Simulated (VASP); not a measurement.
# CdCuCl3: structure and properties in VASP, part 2 of 5

Wanted: the relaxed cell of CdCuCl3 and its properties. The cell is invented: it takes the structure of COD entry 1010123, CsCdCl3 (space group 221 there), with some of its atoms replaced by other elements, volume scaled by an estimate. It may not be a known or stable phase.

VASP 6.6.1, plane waves and PAW; the level of theory is named at each step.

So far, gap on the k-mesh (eV): step 2 (rough relaxation of the start cell) 1.12. The relaxed cell has a = 5.106 Å (conventional setting).

## Step 3: Full relaxation (r2SCAN)

Level of this step: r2SCAN; plane waves and PAW (Cd, Cu, Cl); invented cell (VASP).

Properties are meant for the cell that this level of theory prefers, so cell and atoms are relaxed first (ISIF = 3) until forces and stress are small; EDIFFG sets the threshold.

The input, INCAR:

```
SYSTEM = CdCuCl3
PREC = Accurate
ENCUT = 400
EDIFF = 1E-06
NELM = 100
ISMEAR = 0
SIGMA = 0.05
LREAL = .FALSE.
ALGO = Normal
METAGGA = R2SCAN
LASPH = .TRUE.
NBANDS = 28
LORBIT = 11
LWAVE = .FALSE.
LCHARG = .FALSE.
KPAR = 2
IBRION = 2
NSW = 60
ISIF = 3
EDIFFG = -0.01
```

The input, POSCAR:

```
CdCuCl3
1.0
    5.1056978519      0.0000000000      0.0000000000
    0.0000000000      5.1056978519      0.0000000000
    0.0000000000      0.0000000000      5.1056978519
Cd Cu Cl
1 1 3
Direct
    0.5000000000      0.5000000000      0.5000000000
    0.0000000000      0.0000000000      0.0000000000
    0.0000000000      0.5000000000      0.5000000000
    0.5000000000      0.0000000000      0.5000000000
    0.5000000000      0.5000000000      0.0000000000
```

The input, KPOINTS:

```
Automatic mesh
0
Gamma
5 5 5
0 0 0
```

Potentials, in the order of the species: Cd, Cu and Cl (PBE family, release 64).

Launch:

```sh
$ mpirun -np 2 vasp_std
```

Log:

```text
[banner, memory and clock lines left out]
running    2 mpi-ranks, on    1 nodes
 distrk:  each k-point on    1 cores,    2 groups
 distr:  one band on    1 cores,    1 groups

 POSCAR found type information on POSCAR CdCuCl
 POSCAR found :  3 types and       5 ions
 [... a notice as in an earlier step ...]

 LDA part: xc-table for (None), standard interpolation
 POSCAR, INCAR and KPOINTS ok, starting setup
 FFT: planning ... GRIDC
 FFT: planning ... GRID_SOFT
 FFT: planning ... GRID
 WAVECAR not read
 entering main loop
       N       E                     dE             d eps       ncg     rms          rms(c)
DAV:   1     0.322375333185E+03    0.32238E+03   -0.17571E+04   560   0.129E+03
DAV:   2    -0.151577088041E+02   -0.33753E+03   -0.32307E+03   588   0.341E+02
DAV:   3    -0.610021924069E+02   -0.45844E+02   -0.44727E+02   756   0.129E+02
DAV:   4    -0.628233674694E+02   -0.18212E+01   -0.18148E+01   688   0.245E+01
DAV:   5    -0.628846274324E+02   -0.61260E-01   -0.61246E-01   820   0.484E+00    0.100E+01
DAV:   6    -0.516235260248E+02    0.11261E+02   -0.10303E+01   612   0.395E+01    0.112E+01
DAV:   7    -0.512836779230E+02    0.33985E+00   -0.15639E+00   696   0.142E+01    0.755E+00
DAV:   8    -0.512899561658E+02   -0.62782E-02   -0.31271E-01   648   0.560E+00    0.175E+00
DAV:   9    -0.512970456355E+02   -0.70895E-02   -0.24947E-02   728   0.144E+00    0.311E-01
DAV:  10    -0.512980866822E+02   -0.10410E-02   -0.76127E-03   752   0.713E-01    0.132E-01
DAV:  11    -0.512983381454E+02   -0.25146E-03   -0.37054E-04   840   0.240E-01    0.750E-02
DAV:  12    -0.512984581008E+02   -0.11996E-03   -0.34071E-04   616   0.191E-01    0.244E-02
DAV:  13    -0.512984538573E+02    0.42434E-05   -0.32507E-05   712   0.675E-02    0.591E-03
DAV:  14    -0.512984547243E+02   -0.86695E-06   -0.27570E-06   496   0.142E-02
   1 F= -.51298455E+02 E0= -.51298455E+02  d E =-.512985E+02
 curvature:   0.00 expect dE= 0.000E+00 dE for cont linesearch  0.000E+00
 trial: gam= 0.00000 g(F)=  0.000E+00 g(S)=  0.183E-02 ort = 0.000E+00 (trialstep = 0.100E+01)
 search vector abs. value=  0.183E-02
 bond charge predicted
       N       E                     dE             d eps       ncg     rms          rms(c)
DAV:   1    -0.513216276027E+02   -0.23174E-01   -0.52491E-01   708   0.825E+00    0.112E+00
DAV:   2    -0.513019756692E+02    0.19652E-01   -0.11167E-01   696   0.423E+00    0.315E-01
DAV:   3    -0.512998754745E+02    0.21002E-02   -0.82578E-03   704   0.135E+00    0.279E-01
DAV:   4    -0.512995504165E+02    0.32506E-03   -0.76578E-04   712   0.258E-01    0.181E-01
DAV:   5    -0.512994288538E+02    0.12156E-03   -0.69691E-05   628   0.726E-02    0.269E-02
DAV:   6    -0.512994206732E+02    0.81805E-05   -0.87700E-06   672   0.246E-02    0.954E-03
DAV:   7    -0.512994211621E+02   -0.48886E-06   -0.46913E-07   364   0.571E-03
   2 F= -.51299421E+02 E0= -.51299421E+02  d E =-.966438E-03
 trial-energy change:   -0.000966  1 .order   -0.000925   -0.001826   -0.000024
 step:   1.0119(harm=  1.0136)  dis= 0.00000  next Energy=   -51.299421 (dE=-0.967E-03)
 reached required accuracy - stopping structural energy minimisation
```

Run time: 77 s. Hardware: 2 MPI ranks of AMD EPYC 7R43, shared host; peak memory 0.4 GiB; 2.5 min of CPU time.

OUTCAR, selected parts (step 3):

```text
  LATTYP: Found a simple cubic cell.
 ALAT       =     5.1056978519

The static configuration has the point symmetry O_h .

 Found     10 irreducible k-points:

   dimension x,y,z NGX =    36 NGY =   36 NGZ =   36
   dimension x,y,z NGXF=    72 NGYF=   72 NGZF=   72

   ENCUT  =  400.0 eV  29.40 Ry    5.42 a.u.   8.33  8.33  8.33*2*pi/ulx,y,z

   NELECT =      44.0000    total number of electrons

 E-fermi :   0.2134

 k-point     1 :       0.0000    0.0000    0.0000
  band No.  band energies     occupation
    ...
     18      -0.2149      2.00000
     19      -0.2149      2.00000
     20      -0.1955      2.00000
     21      -0.1955      2.00000
     22      -0.1955      2.00000
     23       1.0494      0.00000
     24       2.3413      0.00000
     25       8.2180      0.00000
     26       8.2180      0.00000
     27       8.2996      0.00000
    ...

 k-point     2 :       0.2000    0.0000    0.0000
  band No.  band energies     occupation
    ...
     18      -0.2036      2.00000
     19      -0.1948      2.00000
     20      -0.1696      2.00000
     21      -0.1557      2.00000
     22      -0.1557      2.00000
     23       1.4621      0.00000
     24       3.0951      0.00000
     25       6.7868      0.00000
     26       7.7297      0.00000
     27       7.7297      0.00000
    ...

  Total       -0.0033580     -0.0033580     -0.0033580     -0.0000000      0.0000000     -0.0000000
  in kB       -0.0407182     -0.0407182     -0.0407182     -0.0000000      0.0000000     -0.0000000
  external PRESSURE =      -0.0407182 kB  Pullay stress =       0.0000000 kB

  energy-cutoff  :      400.00
  volume of cell :      132.13
      direct lattice vectors                 reciprocal lattice vectors
     5.093326194 -0.000000000  0.000000000     0.196335354 -0.000000000  0.000000000
     0.000000000  5.093326194  0.000000000     0.000000000  0.196335354  0.000000000
    -0.000000000 -0.000000000  5.093326194    -0.000000000 -0.000000000  0.196335354

 POSITION                                       TOTAL-FORCE (eV/Angst)
 -----------------------------------------------------------------------------------
      2.54666      2.54666      2.54666        -0.000000     -0.000000      0.000000
      0.00000      0.00000      0.00000         0.000000      0.000000      0.000000
     -0.00000      2.54666      2.54666         0.000000      0.000000      0.000000
      2.54666     -0.00000      2.54666         0.000000      0.000000      0.000000
      2.54666      2.54666      0.00000         0.000000      0.000000      0.000000
 -----------------------------------------------------------------------------------
    total drift:                                0.000000      0.000000      0.000000

  FREE ENERGIE OF THE ION-ELECTRON SYSTEM (eV)
  ---------------------------------------------------
  free  energy   TOTEN  =       -51.2994211621 eV

  energy  without entropy=      -51.2994211621  energy(sigma->0) =      -51.29942116

 total charge
# of ion       s       p       d       tot
------------------------------------------
    1        0.312   0.263   9.651  10.226
    2        0.057   0.018   9.528   9.604
    3        1.606   3.561   0.000   5.167
    4        1.606   3.561   0.000   5.167
    5        1.606   3.561   0.000   5.167
--------------------------------------------------
tot          5.188  10.963  19.179  35.330

[... 3 parts as in an earlier step ...]

[... 7 further parts left out ...]
```

Relaxation path:

| step | energy less that of the first step (eV) | largest force (eV/Å) | pressure (GPa) | volume (Å³) |
| --- | --- | --- | --- | --- |
| 1 | 0.0000 | 0.0000 | -0.30 | 133.10 |
| 2 | -0.0010 | 0.0000 | 0.00 | 132.13 |

| conventional cell, symmetrised | before | after | change |
| --- | --- | --- | --- |
| a (Å) | 5.106 | 5.093 | -0.2 % |
| b (Å) | 5.106 | 5.093 | -0.2 % |
| c (Å) | 5.106 | 5.093 | -0.2 % |
| volume (Å³/atom) | 26.62 | 26.43 | -0.7 % |

The relaxed structure:

```xyz
5
Lattice="5.0933 0.0000 0.0000 0.0000 5.0933 0.0000 0.0000 0.0000 5.0933" Properties=species:S:1:pos:R:3 pbc="T T T"
Cd    2.5467    2.5467    2.5467
Cu    0.0000    0.0000    0.0000
Cl    0.0000    2.5467    2.5467
Cl    2.5467    0.0000    2.5467
Cl    2.5467    2.5467    0.0000
```

This step gave:

| Property | Result |
| --- | --- |
| free energy (TOTEN) | -51.2994 eV |
| Fermi energy | 0.2134 eV |
| pressure | -0.004072 GPa |
| valence top at k | 0.4, 0.4, 0 |
| SCF cycles over all ionic steps | 21 |
| gap on the k-mesh | 1.137 eV |
| least direct gap on the k-mesh | 1.245 eV |

It ends with forces that vanish by symmetry and a pressure of 0.00 GPa.

## Step 4: Single point with fields (r2SCAN)

A single point on the relaxed cell gives a clean self-consistent state, with density, ELF and potential written out.

Edit INCAR of step 3 so:

```diff
@@ -14,7 +14,5 @@
 LWAVE = .FALSE.
-LCHARG = .FALSE.
-KPAR = 2
-IBRION = 2
-NSW = 60
-ISIF = 3
-EDIFFG = -0.01
+LCHARG = .TRUE.
+ISIF = 2
+LELF = .TRUE.
+LVHAR = .TRUE.
```

Edit POSCAR of step 3 so:

```diff
@@ -2,5 +2,5 @@
 1.0
-    5.1056978519      0.0000000000      0.0000000000
-    0.0000000000      5.1056978519      0.0000000000
-    0.0000000000      0.0000000000      5.1056978519
+    5.0933261940      0.0000000000      0.0000000000
+    0.0000000000      5.0933261940      0.0000000000
+    0.0000000000      0.0000000000      5.0933261940
 Cd Cu Cl
```

KPOINTS is that of step 3.

Launch:

```sh
$ mpirun -np 2 vasp_std
```

Log:

```text
[banner, memory and clock lines left out]
running    2 mpi-ranks, on    1 nodes
 distrk:  each k-point on    2 cores,    1 groups
 distr:  one band on    1 cores,    2 groups

 POSCAR found type information on POSCAR CdCuCl
 POSCAR found :  3 types and       5 ions
 [... a notice as in an earlier step ...]

 LDA part: xc-table for (None), standard interpolation
 POSCAR, INCAR and KPOINTS ok, starting setup
 FFT: planning ... GRIDC
 FFT: planning ... GRID_SOFT
 FFT: planning ... GRID
 WAVECAR not read
 entering main loop
       N       E                     dE             d eps       ncg     rms          rms(c)
DAV:   1     0.324798761094E+03    0.32480E+03   -0.17446E+04   560   0.130E+03
DAV:   2    -0.152401764577E+02   -0.34004E+03   -0.32537E+03   612   0.341E+02
DAV:   3    -0.609440621653E+02   -0.45704E+02   -0.44721E+02   748   0.129E+02
DAV:   4    -0.627930931462E+02   -0.18490E+01   -0.18431E+01   660   0.248E+01
DAV:   5    -0.628679434397E+02   -0.74850E-01   -0.74829E-01   812   0.539E+00    0.102E+01
DAV:   6    -0.516199708557E+02    0.11248E+02   -0.10266E+01   624   0.395E+01    0.113E+01
DAV:   7    -0.512828829195E+02    0.33709E+00   -0.15721E+00   704   0.143E+01    0.761E+00
DAV:   8    -0.512887985682E+02   -0.59156E-02   -0.30905E-01   652   0.558E+00    0.175E+00
DAV:   9    -0.512957424766E+02   -0.69439E-02   -0.23699E-02   720   0.140E+00    0.314E-01
DAV:  10    -0.512967667925E+02   -0.10243E-02   -0.73113E-03   756   0.691E-01    0.130E-01
DAV:  11    -0.512970231098E+02   -0.25632E-03   -0.33265E-04   808   0.224E-01    0.731E-02
DAV:  12    -0.512971412048E+02   -0.11810E-03   -0.34204E-04   612   0.191E-01    0.251E-02
DAV:  13    -0.512971369982E+02    0.42066E-05   -0.35787E-05   744   0.707E-02    0.534E-03
DAV:  14    -0.512971378895E+02   -0.89132E-06   -0.22667E-06   472   0.122E-02
   1 F= -.51297138E+02 E0= -.51297138E+02  d E =-.121393E-17
```

Elapsed: 53 s, on 2 MPI ranks; peak memory 0.29 GiB.

OUTCAR, selected parts (step 4):

```text
  LATTYP: Found a simple cubic cell.
 ALAT       =     5.0933261940

The static configuration has the point symmetry O_h .

 Found     10 irreducible k-points:

   ENCUT  =  400.0 eV  29.40 Ry    5.42 a.u.   8.31  8.31  8.31*2*pi/ulx,y,z

   NELECT =      44.0000    total number of electrons

 E-fermi :   0.2144

 k-point     1 :       0.0000    0.0000    0.0000
  band No.  band energies     occupation
    ...
     18      -0.2143      2.00000
     19      -0.2143      2.00000
     20      -0.1952      2.00000
     21      -0.1952      2.00000
     22      -0.1952      2.00000
     23       1.0494      0.00000
     24       2.3416      0.00000
     25       8.2179      0.00000
     26       8.2179      0.00000
     27       8.3068      0.00000
    ...

 k-point     2 :       0.2000    0.0000    0.0000
  band No.  band energies     occupation
    ...
     18      -0.2035      2.00000
     19      -0.1949      2.00000
     20      -0.1696      2.00000
     21      -0.1557      2.00000
     22      -0.1557      2.00000
     23       1.4621      0.00000
     24       3.0953      0.00000
     25       6.7869      0.00000
     26       7.7297      0.00000
     27       7.7297      0.00000
    ...

  Total       -0.0164521     -0.0164521     -0.0164521      0.0000000      0.0000000      0.0000000
  in kB       -0.1994929     -0.1994929     -0.1994929      0.0000000      0.0000000      0.0000000
  external PRESSURE =      -0.1994929 kB  Pullay stress =       0.0000000 kB

  energy-cutoff  :      400.00
  volume of cell :      132.13
      direct lattice vectors                 reciprocal lattice vectors
     5.093326194  0.000000000  0.000000000     0.196335354  0.000000000  0.000000000
     0.000000000  5.093326194  0.000000000     0.000000000  0.196335354  0.000000000
     0.000000000  0.000000000  5.093326194     0.000000000  0.000000000  0.196335354

 POSITION                                       TOTAL-FORCE (eV/Angst)
 -----------------------------------------------------------------------------------
      2.54666      2.54666      2.54666         0.000000      0.000000      0.000000
      0.00000      0.00000      0.00000         0.000000      0.000000      0.000000
      0.00000      2.54666      2.54666         0.000000      0.000000      0.000000
      2.54666      0.00000      2.54666         0.000000      0.000000      0.000000
      2.54666      2.54666      0.00000         0.000000      0.000000      0.000000
 -----------------------------------------------------------------------------------
    total drift:                                0.000000      0.000000      0.000000

  FREE ENERGIE OF THE ION-ELECTRON SYSTEM (eV)
  ---------------------------------------------------
  free  energy   TOTEN  =       -51.2971378895 eV

  energy  without entropy=      -51.2971378895  energy(sigma->0) =      -51.29713789

 total charge
# of ion       s       p       d       tot
------------------------------------------
    1        0.312   0.263   9.651  10.226
    2        0.057   0.018   9.528   9.604
    3        1.606   3.560   0.000   5.166
    4        1.606   3.560   0.000   5.166
    5        1.606   3.560   0.000   5.166
--------------------------------------------------
tot          5.188  10.963  19.179  35.329

[... 5 parts as in an earlier step ...]

[... 5 further parts left out ...]
```

Numbers from this step:

```
SCF cycles          : 14
free energy (TOTEN) : -51.2971 eV
Fermi energy        : 0.2144 eV
pressure            : -0.01995 GPa
```

Valence electrons inside each PAW sphere by angular momentum. Sphere charges, by row:

| atom | s (e) | p (e) | d (e) | tot (e) |
| --- | --- | --- | --- | --- |
| Cd1 | 0.312 | 0.263 | 9.651 | 10.23 |
| Cu2 | 0.057 | 0.018 | 9.528 | 9.604 |
| Cl3 | 1.606 | 3.56 | 0 | 5.166 |
| Cl4 | 1.606 | 3.56 | 0 | 5.166 |
| Cl5 | 1.606 | 3.56 | 0 | 5.166 |

ELF in the ac plane at fractional y = 0.500, with atoms of Cd and Cl within 0.2 Å of it. It is the smooth field of the valence electrons, not physical close to the nuclei.

Ten even steps from '_' (0.01) to '@' (0.87), each cell a mean:
```
____..**@@@@%%**@@@@%%--____
______--##@@@@@@@@%%++..____
==::____--**######++..__..--
%%##--____..::::....__..++%%
@@@@##::....::::::....++%%@@
%%@@@@==..::____..::..##@@@@
==%%@@==....______::::##@@**
**@@@@==..::______::::##@@%%
@@@@%%--..::::..::....**@@@@
@@%%++..__..........__--##@@
**++..__..--======::____--**
::____..++%%@@@@@@##--____..
______++%%@@@@%%@@@@##::____
____::**@@@@**==%%@@%%==____
```
Columns run along a (5.1 Å), rows up along c (5.1 Å). Atoms in or near the plane, at fractional coordinates: Cd at (0.50, 0.50), Cl at (0.00, 0.50), Cl at (0.50, 0.00).

Electrostatic potential energy in the ac plane at fractional y = 0.500, with atoms of Cd and Cl within 0.2 Å of it. With pseudopotentials it is smooth inside the atoms' cores, unlike the true potential.

Values in eV, 14 rows by 14 columns, each cell a mean:
```
  6   6   6   5   0 -32 -77 -83 -60 -12   4   6   6   6
  6   6   6   6   3  -7 -33 -42 -20  -1   5   6   6   6
  6   6   6   6   4   2  -2  -4  -1   3   5   6   6   6
  3   4   5   5   3   1  -2  -3  -1   2   4   5   5   4
-17  -6   2   3   0  -5  -9 -10  -8  -3   2   3  -1 -12
-71 -43  -7   0  -4 -10 -12 -12 -11  -8  -1  -1 -20 -60
-84 -71 -18  -1  -6 -11 -12 -12 -12 -10  -3  -4 -42 -83
-83 -61 -13  -1  -5 -11 -12 -12 -12  -9  -2  -2 -33 -77
-41 -20  -1   2  -2  -8 -11 -11 -10  -5   1   2  -7 -32
 -1   2   4   4   2  -2  -5  -6  -4   0   3   4   3   0
  5   6   6   5   4   2  -1  -1   0   3   5   6   6   5
  6   6   6   6   4  -1 -13 -18  -7   2   5   6   6   6
  6   6   6   6   2 -20 -61 -71 -43  -6   4   6   6   6
  6   6   6   5  -1 -41 -83 -84 -71 -17   3   6   6   6
```
Columns run along a (5.1 Å; values clipped at the 3rd and 97th percentile), rows up along c (5.1 Å). Atoms in or near the plane, at fractional coordinates: Cd at (0.50, 0.50), Cl at (0.00, 0.50), Cl at (0.50, 0.00).

Valence density in the ac plane at fractional y = 0.500, with atoms of Cd and Cl within 0.2 Å of it. It is the smooth field of the valence electrons, not physical close to the nuclei.

Ten steps, logarithmic in the rise over the least value, from '_' (0.01 × 1e0 e/Å³) to '@' (8.97 × 1e0 e/Å³), each cell a mean:
```
______..--++**++**++::..____
______..--==++**++==::______
....____..--====--::..____..
--::......::----::......::::
++==--::::--++**==--..::==++
****==----**%%%%##==::--++**
==**++--==##@@@@%%**--==**++
++**++--==**@@@@%%++--==++**
**++==::::==**##**--::--==++
==--::....::====--::....----
..........::------::..__....
______..::==++++==--..______
______..--++******==::..____
______..==**++==**++--..____
```
Columns run along a (5.1 Å), rows up along c (5.1 Å). Atoms in or near the plane, at fractional coordinates: Cd at (0.50, 0.50), Cl at (0.00, 0.50), Cl at (0.50, 0.00).

In this run the pressure is -0.02 GPa, small enough to go on; single stress components reach 0.02 GPa.

(Part 2 of 5 ends here.)

[Lines on the potential files, build, host, timing and source positions are cut from VASP's logs without a mark.]

[Logs are printed without paths, hosts, clocks, repeated set-up lines and the standing remarks that a program may print on its own settings, such as how far it seeks lower states.]

[Hosts, paths, dates, database ids (printed as entryN), source tags and the programs' standing remarks are cut or masked in the printed files.]

[A measured line is paired with the nearest computed mode of its activity, which favours agreement.]

[In band tables of VASP the shares of atoms and orbitals are scaled to a sum of 1 inside the atoms' spheres.]
